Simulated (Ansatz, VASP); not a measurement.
# MoS2: VASP beside Ansatz

Aim: how closely do two programs agree when they are given the same cell, functional and k mesh? The cell is taken from a series of runs on this material, whose earlier steps may have relaxed, scaled, displaced or heated it; both programs get it as it stands.

Program: Ansatz 0.2.0. Level of theory: plane waves, with VASP 6.6.1 beside it; single point at HSE06. Results are calculated unless marked as measured.

**1. Set-up**

Symmetry: P6_3/mmc, No. 194, hexagonal system. Conventional cell: a = 3.169 Å, b = 3.169 Å, c = 12.667 Å, α = 90.00°, β = 90.00°, γ = 120.00°. Nearest to Mo lie 6 S at 2.41 Å. Nearest to S lie 3 Mo at 2.41 Å. Farther neighbours and most contacts between anions are not listed.

As a file:

```xyz
6
Lattice="3.1686 0.0000 0.0000 -1.5843 2.7441 0.0000 0.0000 0.0000 12.6673" Properties=species:S:1:pos:R:3 pbc="T T T"
Mo    0.0000    1.8294    3.1668
Mo    1.5843    0.9147    9.5005
S     0.0000    1.8294    7.9362
S     1.5843    0.9147    1.6025
S     0.0000    1.8294   11.0648
S     1.5843    0.9147    4.7312
```

**2. VASP: single point, HSE06**

With cell and atoms fixed, the geometry can't cause a difference; cores, projectors, grids and the points listed under the comparison can.

Lines of VASP's logs that name or quote its potential files are left out, and so is its time.

The run reads the wave functions of an earlier VASP run, which isn't shown here.

INCAR reads:

```
SYSTEM = MoS2
PREC = Accurate
ENCUT = 400
EDIFF = 1E-06
NELM = 100
ISMEAR = 0
SIGMA = 0.01
LREAL = .FALSE.
ALGO = Normal
LHFCALC = .TRUE.
AEXX = 0.25
GGA = PE
HFSCREEN = 0.208
LASPH = .TRUE.
NBANDS = 32
PRECFOCK = Fast
LORBIT = 11
LWAVE = .FALSE.
LCHARG = .FALSE.
KPAR = 8
ISIF = 2
```

POSCAR reads:

```
MoS2
1.0
    3.1685766777      0.0000000000      0.0000000000
   -1.5842883388      2.7440678967      0.0000000000
    0.0000000000      0.0000000000     12.6673495950
Mo S
2 4
Direct
    0.3333333333      0.6666666667      0.2500000000
    0.6666666667      0.3333333333      0.7500000000
    0.3333333333      0.6666666667      0.6265070953
    0.6666666667      0.3333333333      0.1265070953
    0.3333333333      0.6666666667      0.8734929047
    0.6666666667      0.3333333333      0.3734929047
```

KPOINTS reads:

```
Automatic mesh
0
Gamma
6 6 2
0 0 0
```

The projector-augmented-wave data sets are Mo_sv and S (PBE family, release 64).

Launch:

```console
$ mpirun -np 8 vasp_std
```

Numbers of over 12 decimals in the logs are rounded to 6 here.

Log:

```text
[banner, memory and clock lines left out]
running    8 mpi-ranks, on    1 nodes
 distrk:  each k-point on    1 cores,    8 groups
 distr:  one band on    1 cores,    1 groups

 POSCAR found type information on POSCAR MoS
 POSCAR found :  2 types and       6 ions
|                                                                             |
|           W    W    AA    RRRRR   N    N  II  N    N   GGGG   !!!           |
|           W    W   A  A   R    R  NN   N  II  NN   N  G    G  !!!           |
|           W    W  A    A  R    R  N N  N  II  N N  N  G       !!!           |
|           W WW W  AAAAAA  RRRRR   N  N N  II  N  N N  G  GGG   !            |
|           WW  WW  A    A  R   R   N   NN  II  N   NN  G    G                |
|           W    W  A    A  R    R  N    N  II  N    N   GGGG   !!!           |
|                                                                             |
|     For optimal performance we recommend to set                             |
|       NCORE = 2 up to number-of-cores-per-socket                            |
|     NCORE specifies how many cores store one orbital (NPAR=cpu/NCORE).      |
|     This setting can greatly improve the performance of VASP for DFT.       |
|     The default, NCORE=1 might be grossly inefficient on modern             |
|     multi-core architectures or massively parallel machines. Do your        |
|     Unfortunately you need to use the default for GW and RPA                |
|     calculations (for HF NCORE is supported but not extensively tested      |
|     yet).                                                                   |
|                                                                             |

 LDA part: xc-table for (Slater+PW92), standard interpolation
 found WAVECAR, reading the header
 POSCAR, INCAR and KPOINTS ok, starting setup
 FFT: planning ... GRIDC
 FFT: planning ... GRID_SOFT
 FFT: planning ... GRID
 reading WAVECAR
 the WAVECAR file was read successfully
 initial charge from wavefunction
 entering main loop
       N       E                     dE             d eps       ncg     rms          rms(c)
DAV:   1    -0.523308166343E+02   -0.52331E+02   -0.12315E+00   928   0.665E+00    0.368E+00
DAV:   2    -0.522891081196E+02    0.41709E-01   -0.17520E-01   920   0.327E+00    0.209E+00
DAV:   3    -0.522951646465E+02   -0.60565E-02   -0.28554E-02   976   0.925E-01    0.932E-01
DAV:   4    -0.522916100359E+02    0.35546E-02   -0.77327E-03   944   0.557E-01    0.441E-01
DAV:   5    -0.522920569668E+02   -0.44693E-03   -0.26737E-03  1008   0.227E-01    0.251E-01
DAV:   6    -0.522918934154E+02    0.16355E-03   -0.55299E-04   976   0.167E-01    0.158E-01
DAV:   7    -0.522919196933E+02   -0.26278E-04   -0.82422E-05  1064   0.459E-02    0.767E-02
DAV:   8    -0.522919098913E+02    0.98020E-05   -0.31954E-05   984   0.401E-02    0.361E-02
DAV:   9    -0.522919120583E+02   -0.21670E-05   -0.53644E-06   896   0.112E-02    0.212E-02
DAV:  10    -0.522919120513E+02    0.69977E-08   -0.16045E-06   736   0.864E-03
   1 F= -.52291912E+02 E0= -.52291912E+02  d E =-.108175E-88
```

From OUTCAR (step 2):

```text
ion  position               nearest neighbor table
   1  0.333  0.667  0.250-   4 2.41   6 2.41   4 2.41   6 2.41   4 2.41   6 2.41
   2  0.667  0.333  0.750-   3 2.41   5 2.41   3 2.41   5 2.41   3 2.41   5 2.41
   3  0.333  0.667  0.627-   2 2.41   2 2.41   2 2.41
   4  0.667  0.333  0.127-   1 2.41   1 2.41   1 2.41
   5  0.333  0.667  0.873-   2 2.41   2 2.41   2 2.41
   6  0.667  0.333  0.373-   1 2.41   1 2.41   1 2.41

  LATTYP: Found a hexagonal cell.
 ALAT       =     3.1685766777
 C/A-ratio  =     3.9978043404

 Subroutine GETGRP returns: Found 24 space group operations
 (whereof 12 operations were pure point group operations)

The static configuration has the point symmetry D_3d.
 The point group associated with its full space group is D_6h.

 Found     14 irreducible k-points:

   k-points           NKPTS =     14   k-points in BZ     NKDIM =     72   number of bands    NBANDS=     32

   dimension x,y,z NGX =    24 NGY =   24 NGZ =   84
   dimension x,y,z NGXF=    48 NGYF=   48 NGZF=  168

   ENCUT  =  400.0 eV  29.40 Ry    5.42 a.u.   5.17  5.17 20.66*2*pi/ulx,y,z

   NELECT =      52.0000    total number of electrons

 k-points in reciprocal lattice and weights: Automatic mesh
   0.00000000  0.00000000  0.00000000       0.014
   0.16666667  0.00000000  0.00000000       0.083
   0.33333333  0.00000000  0.00000000       0.083
   0.50000000  0.00000000  0.00000000       0.042
   0.16666667  0.16666667  0.00000000       0.083
   0.33333333  0.16666667  0.00000000       0.167
   0.33333333  0.33333333  0.00000000       0.028
   0.00000000  0.00000000  0.50000000       0.014
   0.16666667  0.00000000  0.50000000       0.083
[...]
0.33333333  0.16666667  0.50000000       0.167
   0.33333333  0.33333333  0.50000000       0.028

  exchange ACFDT corr.  =         0.00000000  see jH, gK, PRB 81, 115126

 average (electrostatic) potential at core
       1 -69.9395       2 -69.9394       3 -81.3030       4 -81.3030       5 -81.3030
       6 -81.3030

 E-fermi :   6.7811

 k-point     1 :       0.0000    0.0000    0.0000
  band No.  band energies     occupation
    ...
     22       4.4348      2.00000
     23       4.4348      2.00000
     24       5.0875      2.00000
     25       5.5499      2.00000
     26       6.6414      2.00000
     27       9.5996      0.00000
     28       9.5996      0.00000
     29       9.6219      0.00000
     30       9.6219      0.00000
     31       9.7735      0.00000
    ...

 k-point     2 :       0.1667    0.0000    0.0000
  band No.  band energies     occupation
    ...
     22       3.8105      2.00000
     23       4.4565      2.00000
     24       5.2584      2.00000
     25       5.4608      2.00000
     26       5.8985      2.00000
     27       8.8792      0.00000
     28       9.3153      0.00000
     29       9.3590      0.00000
     30       9.4329      0.00000
     31       9.4901      0.00000
    ...

 k-point     3 :       0.3333    0.0000    0.0000
  band No.  band energies     occupation
    ...
     22       4.3560      2.00000
     23       4.4430      2.00000
     24       4.5319      2.00000
     25       4.8149      2.00000
     26       5.0192      2.00000
     27       8.7889      0.00000
     28       8.9051      0.00000
     29       9.0277      0.00000
     30       9.4692      0.00000
     31      10.0521      0.00000
    ...

  Total       -2.2177645     -2.2177645     -2.5431387     -0.0000000      0.0000000      0.0000000
  in kB      -32.2612497    -32.2612497    -36.9943834     -0.0000000      0.0000000      0.0000000
  external PRESSURE =     -33.8389609 kB  Pullay stress =       0.0000000 kB

  energy-cutoff  :      400.00
  volume of cell :      110.14
      direct lattice vectors                 reciprocal lattice vectors
     3.168576678  0.000000000  0.000000000     0.315599116  0.182211235  0.000000000
    -1.584288339  2.744067897  0.000000000     0.000000000  0.364422470  0.000000000
     0.000000000  0.000000000 12.667349595     0.000000000  0.000000000  0.078943112

 POSITION                                       TOTAL-FORCE (eV/Angst)
 -----------------------------------------------------------------------------------
     -0.00000      1.82938      3.16684         0.000000     -0.000000     -0.000000
      1.58429      0.91469      9.50051        -0.000000      0.000000     -0.000000
     -0.00000      1.82938      7.93618        -0.000000     -0.000000      0.547364
      1.58429      0.91469      1.60251        -0.000000     -0.000000      0.547364
     -0.00000      1.82938     11.06484         0.000000      0.000000     -0.547364
      1.58429      0.91469      4.73117         0.000000      0.000000     -0.547364
 -----------------------------------------------------------------------------------
    total drift:                               -0.000002     -0.000002     -0.000009

  FREE ENERGIE OF THE ION-ELECTRON SYSTEM (eV)
  ---------------------------------------------------
  free  energy   TOTEN  =       -52.2919120513 eV

  energy  without entropy=      -52.2919120513  energy(sigma->0) =      -52.29191205

 total charge
# of ion       s       p       d       tot
------------------------------------------
    1        2.292   6.231   3.885  12.408
    2        2.292   6.231   3.885  12.408
    3        1.359   2.346   0.000   3.706
    4        1.359   2.346   0.000   3.706
    5        1.359   2.346   0.000   3.706
    6        1.359   2.346   0.000   3.706
--------------------------------------------------
tot         10.020  21.848   7.771  39.639

[... 3 further parts left out ...]
```

This run has no spin polarisation, so a moment on Mo, if there is one, isn't seen.

(Continued in part 2 of 2.)

[Lines on the potential files, build, host, timing and source positions are cut from VASP's logs without a mark.]

[Logs are printed without paths, hosts, clocks, repeated set-up lines and the standing remarks that a program may print on its own settings, such as how far it seeks lower states.]

[Hosts, paths, dates, database ids (printed as entryN), source tags and the programs' standing remarks are cut or masked in the printed files.]
